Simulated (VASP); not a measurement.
ZnS (wurtzite): the lattice constant c from VASP (plane waves, PAW) at several levels of theory. Static lattice.  The measured value holds thermal and zero-point effects that the static calculation lacks.

```json
[
 {"level": "LDA", "lattice constant c (Å)": "6.149", "error against measurement": "-1.8 %"},
 {"level": "PBE", "lattice constant c (Å)": "6.306", "error against measurement": "+0.7 %"},
 {"level": "PBEsol", "lattice constant c (Å)": "6.207", "error against measurement": "-0.9 %"},
 {"level": "SCAN", "lattice constant c (Å)": "6.238", "error against measurement": "-0.4 %"},
 {"level": "r2SCAN", "lattice constant c (Å)": "6.240", "error against measurement": "-0.3 %"},
 {"level": "r2SCAN+rVV10", "lattice constant c (Å)": "6.221", "error against measurement": "-0.6 %"}
]
```

Measured: 6.261 Å (as given by Kisi, Elcombe, Acta Cryst. C 45, 1867 (1989), by the Crystallography Open Database).

The cell of the LDA run:

```
ZnS
1.0
    1.87133    -3.24124     0.00000
    1.87133     3.24124     0.00000
    0.00000     0.00000     6.14920
Zn S
2 2
Cartesian
  1.87133  -1.08042   3.07858
  1.87133   1.08042   0.00398
  1.87133  -1.08042   5.37657
  1.87133   1.08042   2.30197
```

Only levels that ran to the end are used. Left out are those held back, those with too coarse a band path, GW runs whose mesh misses a band edge, hybrids' fits of cells that aren't cubic and levels without matching references; a question may draw on a part of the rest.

The compound is ZnS in the wurtzite structure, the high-temperature form.
